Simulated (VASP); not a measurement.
VASP input:

POSCAR:
```
NbP
1
   -0.0000000000     2.7902242290     2.7902242290
    2.7902242290     0.0000000000     2.7902242290
    2.7902242290     2.7902242290     0.0000000000
Nb P
1 1
Direct
  0.0000000000   0.0000000000   0.0000000000
  0.2500000000   0.2500000000   0.2500000000
```

**INCAR**
```
! general
SYSTEM  = NbP
PREC    = Accurate
ENCUT   = 400   ! plane-wave cut-off (eV)
LREAL   = .FALSE.   ! projection in real space or not
LASPH   = .TRUE.   ! aspherical one-centre terms

! electronic loop
EDIFF   = 1E-6   ! SCF stop (eV)
NELM    = 100
ALGO    = Normal   ! blocked Davidson
LMAXMIX = 4   ! l cut-off of mixed one-centre charges

! smearing
ISMEAR  = 1   ! Methfessel-Paxton
SIGMA   = 0.1

! functional
GGA     = PE   ! PBE

! ions
IBRION  = 2   ! conjugate gradients
NSW     = 60
ISIF    = 3   ! ions, shape and volume
EDIFFG  = -0.01

! output
LWAVE   = .FALSE.
LCHARG  = .FALSE.
```

### KPOINTS
```
Regular mesh
0
gamma
10 10 10
```

POTCAR, in this order: Nb_sv P (PBE.64 set). Program: vasp_std.

Q: Write an equivalent input for Ansatz.

A: One equivalent input (not run):
Ansatz 0.2 input:
```yaml
crystal:
  lattice:
    - [0.0000000, 2.7902242, 2.7902242]
    - [2.7902242, 0.0000000, 2.7902242]
    - [2.7902242, 2.7902242, 0.0000000]
  atoms:
    - { symbol: Nb, position: [0.0000000, 0.0000000, 0.0000000] }
    - { symbol: P, position: [0.2500000, 0.2500000, 0.2500000] }
kpoints:
  mp_grid: { grid: [10, 10, 10] }
hamiltonian:
  xc: pbe
  pseudopotentials: { kind: paw }
scf:
  occupations: { method: methfessel_paxton, width: 0.1 }
  max_iter: 100
relax:
  max_steps: 60
  f_tol: 0.01
  cell: {}
output: { forces: true, stress: true, eigenvalues: true }
```
The two are equivalent in intent, not identical: each code has its own PAW files, so the cut-off isn't converted (ENCUT is set for VASP's; basis.ecutwfc is left out, and Ansatz then takes the one that its files recommend); Ansatz stops its SCF on the density residual and VASP on the energy change (EDIFF).

The structure was generated: NbP was put into the zinc blende type (F-43m), which need not be its known phase. This run relaxes it. Symmetry was kept, so distortions that lower it aren't found. The start is the result of an earlier pass.
